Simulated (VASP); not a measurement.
Crystal: W2N.

```
W N
1.0
     2.83521    0.00000    0.00000
    -1.41760    2.45536    0.00000
     0.00000    0.00000   17.65666
W N
6 3
Direct
  0.00000 0.00000 0.07569
  0.00000 0.00000 0.92431
  0.33333 0.66667 0.26203
  0.66667 0.33333 0.73797
  0.33333 0.66667 0.41720
  0.66667 0.33333 0.58280
  0.00000 0.00000 0.50000
  0.33333 0.66667 0.15033
  0.66667 0.33333 0.84967
```

The cell comes from a database or a generator and needn't be the stable form of this composition.

| Property | Result |
| --- | --- |
| Program | VASP 6.6.1 |
| Task | relaxation of cell and atoms |
| Functional | PBEsol |
| Potentials or basis | VASP PAW PBE potentials, release 64 (W_sv, N) |
| Cutoff | 600 eV |
| k mesh | 12 × 12 × 2 |
| Occupations | gaussian, width 0.1 eV |
| Spin | no spin polarisation |

At the start: pressure -9.0 GPa; volume 13.66 Å³/atom.

Task: How do energy, volume and symmetry change on relaxing?

Result: Over 17 steps the energy falls by 12.3 meV/atom and the volume is 13.23 Å³/atom (-3.1 %); space group P-3m1 (No. 164, to 0.05 Å).

Step by step:
| step | energy change (eV) | largest force (eV/Å) | pressure (GPa) | volume (Å³) |
| --- | --- | --- | --- | --- |
| 1 | 0.0000 | 0.2556 | -8.98 | 122.92 |
| 2 | 0.7691 | 1.5509 | 30.81 | 109.80 |
| 3 | -0.1078 | 0.1468 | -0.42 | 119.36 |
| 4 | -0.1079 | 0.1557 | -0.13 | 119.25 |
| 5 | -0.1079 | 0.1615 | 0.06 | 119.18 |
| 6 | -0.1095 | 0.1386 | 0.22 | 118.96 |
| 7 | -0.1099 | 0.0522 | 0.18 | 119.03 |
| 8 | -0.1101 | 0.0438 | -0.35 | 119.21 |
| 9 | -0.1102 | 0.0440 | -0.26 | 119.18 |
| 10 | -0.1104 | 0.0276 | -0.17 | 119.14 |
| 11 | -0.1105 | 0.0674 | 0.08 | 119.04 |
| 12 | -0.1106 | 0.0372 | -0.02 | 119.08 |
| 13 | -0.1107 | 0.0240 | 0.03 | 119.05 |
| 14 | -0.1107 | 0.0128 | 0.07 | 119.03 |
| 15 | -0.1108 | 0.0110 | -0.04 | 119.08 |
| 16 | -0.1108 | 0.0110 | -0.03 | 119.07 |
| 17 | -0.1108 | 0.0029 | 0.01 | 119.06 |

Final structure:
```xyz
9
Lattice="2.8047 0.0000 0.0000 -1.4024 2.4290 0.0000 0.0000 0.0000 17.4768" Properties=species:S:1:pos:R:3 pbc="T T T"
W     0.0000    0.0000    1.3262
W     0.0000    0.0000   16.1506
W     0.0000    1.6193    4.5909
W     1.4024    0.8097   12.8859
W     0.0000    1.6193    7.2959
W     1.4024    0.8097   10.1809
N     0.0000    0.0000    8.7384
N     0.0000    1.6193    2.6345
N     1.4024    0.8097   14.8423
```

Caveat: the PAW data sets were made with another functional, which shifts forces and pressure a little.
